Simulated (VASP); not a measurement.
All values below come from PBEsol GGA, VASP's PBE PAW potentials (set 64) (plane waves; VASP).

VASP ran on this input.

INCAR:
```
ALGO  =  Normal
DIPOL  =  0.5 0.5 0.5
EDIFF  =  1E-6
ENCUT  =  400
GGA  =  PS
IDIPOL  =  3
ISMEAR  =  1
LASPH  =  .True.
LCHARG  =  .False.
LDIPOL  =  .True.
LMAXMIX  =  6
LORBIT  =  11
LREAL  =  .False.
LVHAR  =  .True.
LWAVE  =  .False.
NELM  =  100
NELMIN  =  4
PREC  =  Normal
SIGMA  =  0.1
SYSTEM  =  Au(100) slab
```

### POSCAR
```
Au(100) slab
1
    2.8856425260     0.0000000000     0.0000000000
    0.0000000000     2.8856425260     0.0000000000
    0.0000000000     0.0000000000    27.2461044692
Au
6
Direct
  0.0000000000   0.5000000000   0.3133495841
  0.5000000000   0.0000000000   0.3872071030
  1.0000000000   0.5000000000   0.4625879098
  0.5000000000   0.0000000000   0.5374120902
  1.0000000000   0.5000000000   0.6127928970
  0.5000000000   0.0000000000   0.6866504159
```

**KPOINTS**
```
Automatic mesh
0
Gamma
10 10 1
0 0 0
```

POTCAR, in this order: Au (PBE.64 set). Program: vasp_std. Read from the step before: WAVECAR.

What will the output report for the number of irreducible k-points (NKPTS), largest plane-wave count, number of space-group operations, FFT grid (NGX, NGY, NGZ)?

- number of irreducible k-points (NKPTS): 21
- largest plane-wave count: 4173
- number of space-group operations: 16
- FFT grid (NGX, NGY, NGZ): 14 × 14 × 140

The cell is a thin slab with vacuum, built from Au (fcc): (100) face.
